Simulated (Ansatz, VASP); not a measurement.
**LiCaF3: VASP beside Ansatz**

```
CELL_PARAMETERS angstrom
3.76124 0.00000 0.00000
0.00000 3.76124 0.00000
0.00000 0.00000 3.76124
ATOMIC_POSITIONS crystal
Ca 0.00000 0.00000 0.00000
F 0.50000 0.00000 0.50000
F 0.50000 0.50000 0.00000
F 0.00000 0.50000 0.50000
Li 0.50000 0.50000 0.50000
```

The cell comes from a database or a generator and needn't be the stable form of this composition.

Alike in both runs: functional revPBE; k mesh 7 × 7 × 7; occupations fermi-dirac, width 0.05 eV; no spin polarisation.

|  | VASP | Ansatz |
| --- | --- | --- |
| version | VASP 6.6.1 | Ansatz 0.2.0 |
| potentials or method | VASP PAW PBE potentials, release 64 (Ca_sv, F, Li_sv) | Ansatz PAW |
| plane-wave cutoff (eV) | 520 | 420 |
| valence electrons in the cell | 34 | 34 |
| task | single point | projected density of states |

```csv
,VASP,Ansatz,Ansatz less VASP
gap on the k mesh at the Fermi level (eV),6.60,6.60,+0.007
least direct gap on the mesh (eV),6.66,6.67,+0.007
```

With one functional, cell and mesh, what is left measures potentials, basis and numerics.

Caveats: an odd mesh through Γ misses points on the zone boundary, where band edges often lie (VASP); odd divisions of the mesh miss points on the zone boundary, where band edges often lie, so the gap on the mesh can be too wide (Ansatz); the density of states is complete only up to the lowest level of the last band computed (Ansatz). Expect the measured gap to be larger: semilocal functionals such as revPBE lack the derivative discontinuity.
